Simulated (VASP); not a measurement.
Shape and ions are relaxed at each volume.

Data:

O2Si has the tetragonal space group P4₂/mnm (No. 136), the rutile structure, Pearson symbol tP6. Conventional cell: a = b = 4.200 Å, c = 2.692 Å, α = β = γ = 90.00°. Si on 2a sees 6 O at 1.773–1.815 Å (octahedral). O on 4f sees 3 Si at 1.773–1.815 Å (trigonal planar). (Neighbours: up to the widest gap in distance over summed covalent radii, below 1.35, at either atom.)

All values below come from vdW-DF-cx, VASP's PBE PAW potentials (set 64) (plane waves; VASP). Settings: 520 eV cut-off, 5×5×8 Γ-centred mesh, Gaussian smearing of 0.050 eV, potentials Si O.

**Question.** Give the energy at these volumes per atom, relative to the lowest: 7.43, 7.67, 7.91, 8.14, 8.38 Å³.

**Answer.** 29.8, 7.2, 0.0, 5.6, 21.7 meV/atom. A third-order Birch-Murnaghan fit gives B0 = 285 GPa and B0′ = 5.3.

Measured: bulk modulus 310 GPa at 300 K (computed value off by -8.0 %), as given by arXiv:1001.2066. The calculation is for a static lattice, while the measured bulk modulus holds thermal and zero-point effects, which are part of the difference.

The compound is SiO2 in the rutile structure, stishovite, a high-pressure form. It was relaxed first.
